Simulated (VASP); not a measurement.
Computed with LDA (Ceperley-Alder, Perdew-Zunger), VASP's LDA PAW potentials (set 64) (plane waves; VASP).

Input for VASP

### POSCAR
```
C
1
    0.0000000000     1.7331474745     1.7331474745
    1.7331474745    -0.0000000000     1.7331474745
    1.7331474745     1.7331474745    -0.0000000000
C
2
Direct
  0.0000000000   0.0000000000   0.0000000000
  0.2500000000   0.2500000000   0.2500000000
```

**INCAR**
```
! general
SYSTEM  = C
PREC    = Accurate
ENCUT   = 620
LREAL   = F   ! projection in real space or not
LASPH   = T   ! aspherical one-centre terms

! electronic loop
EDIFF   = 1E-6
NELM    = 100   ! most electronic steps
ALGO    = Normal

! smearing
ISMEAR  = 0   ! Gaussian
SIGMA   = 0.05   ! width (eV)

! ions
IBRION  = 2   ! conjugate gradients
NSW     = 40   ! most ionic steps
ISIF    = 3   ! ions, shape and volume
EDIFFG  = -0.02
PSTRESS = 300   ! kbar

! output
LWAVE   = F
LCHARG  = F
```

KPOINTS:
```
Automatic mesh
0
Gamma
13 13 13
0 0 0
```

POTCAR, in this order: C (LDA.64 set). Program: vasp_std.

The run wrote:

OSZICAR:
```
       N       E                     dE             d eps       ncg     rms          rms(c)
DAV:   1     0.199619053911E+01    0.19962E+01   -0.57921E+03  1392   0.115E+03
DAV:   2    -0.210569565102E+02   -0.23053E+02   -0.21631E+02  2056   0.125E+02
DAV:   3    -0.211963995851E+02   -0.13944E+00   -0.13944E+00  1464   0.133E+01
DAV:   4    -0.211966140798E+02   -0.21449E-03   -0.21449E-03  1960   0.555E-01
DAV:   5    -0.211966141820E+02   -0.10217E-06   -0.10217E-06  1432   0.622E-03    0.632E+00
DAV:   6    -0.204528218897E+02    0.74379E+00   -0.60206E-01  1384   0.615E+00    0.369E+00
DAV:   7    -0.201960202415E+02    0.25680E+00   -0.65987E-01  1608   0.641E+00    0.861E-01
DAV:   8    -0.201952436386E+02    0.77660E-03   -0.25057E-03  1368   0.634E-01    0.254E-02
DAV:   9    -0.201952413325E+02    0.23061E-05   -0.14140E-05  1680   0.404E-02    0.234E-02
DAV:  10    -0.201952422286E+02   -0.89607E-06   -0.46777E-07  1360   0.818E-03
   1 F= -.18245635E+02 E0= -.18245635E+02  d E =-.182456E+02
```

### OUTCAR
```
------------------------ aborting loop because EDIFF is reached ----------------------------------------
  FORCE on cell =-STRESS in cart. coord.  units (eV):
  Direction    XX          YY          ZZ          XY          YZ          ZX
  --------------------------------------------------------------------------------------
  Total        1.9453795      1.9453795      1.9453795      0.0000000      0.0000000     -0.0000000
  in kB      299.3493878    299.3493878    299.3493878      0.0000000      0.0000000     -0.0000000
  external PRESSURE =      -0.6506122 kB  Pullay stress =     300.0000000 kB
  volume of cell :       10.41
      direct lattice vectors                 reciprocal lattice vectors
     0.000000000  1.733147474  1.733147474    -0.288492472  0.288492472  0.288492472
     1.733147474  0.000000000  1.733147474     0.288492472 -0.288492472  0.288492472
     1.733147474  1.733147474  0.000000000     0.288492472  0.288492472 -0.288492472
 POSITION                                       TOTAL-FORCE (eV/Angst)
 -----------------------------------------------------------------------------------
      0.00000      0.00000      0.00000         0.000000      0.000000      0.000000
      0.86657      0.86657      0.86657        -0.000000     -0.000000     -0.000000
 -----------------------------------------------------------------------------------
    total drift:                                0.000000      0.000000      0.000000
  FREE ENERGIE OF THE ION-ELECTRON SYSTEM (eV)
  ---------------------------------------------------
  free  energy   TOTEN  =       -20.1952422286 eV

  energy  without entropy=      -20.1952422285  energy(sigma->0) =      -20.19524223
  enthalpy is  TOTEN    =       -18.2456345622 eV   P V=        1.9496076664

 reached required accuracy - stopping structural energy minimisation
```
(Selected blocks of OUTCAR.)

The compound is C in the diamond structure. It was relaxed first under an external pressure of 30 GPa.
